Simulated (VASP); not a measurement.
Data:

```xyz
8
Lattice="0.0000 2.0845 2.0845 2.0845 0.0000 2.0845 8.3052 8.3052 0.0328" Properties=species:S:1:pos:R:3 pbc="T T T"
V      2.1439     2.1439     4.1096
V      4.1608     2.0763     2.0927
V      4.0932     4.0932     0.0758
N      2.1175     2.1175     2.0514
N      4.1195     4.1195     2.1339
N      6.1461     6.1461     2.1918
N      8.3961     8.3961     2.0264
Sc     8.3134     6.2289     2.1091
```

Calculation: PBEsol GGA, VASP's PBE PAW potentials (set 64) (plane waves; VASP). Numerical set-up: 520 eV cut-off, 14×14×4 Γ-centred mesh, tetrahedra with Blöchl corrections, potentials V_sv N Sc_sv.

For a metal the tetrahedron method with Blöchl corrections gives inexact stress and forces.

**Question.** Give the force on each atom (eV/Å).

**Answer.** 
```csv
atom,Fx,Fy,Fz
V1,0.048,0.048,-0.048
V2,0.000,0.000,0.000
V3,-0.048,-0.048,0.048
N4,-0.011,-0.011,0.011
N5,0.011,0.011,-0.011
N6,0.010,0.010,-0.010
N7,-0.010,-0.010,0.010
Sc8,0.000,0.000,0.000
```

**Question.** Give the stress tensor in GPa (positive for a compressed cell).

**Answer.** 
```
 0.18  -0.32   0.32
-0.32   0.18   0.32
 0.32   0.32   0.18
```
The pressure is its mean diagonal, 0.18 GPa.

The structure was generated: ScV3N4 was put into an ordered model structure (R-3m), which need not be its known phase. It was relaxed first. The run is not spin-polarised, so no magnetic state was tried.
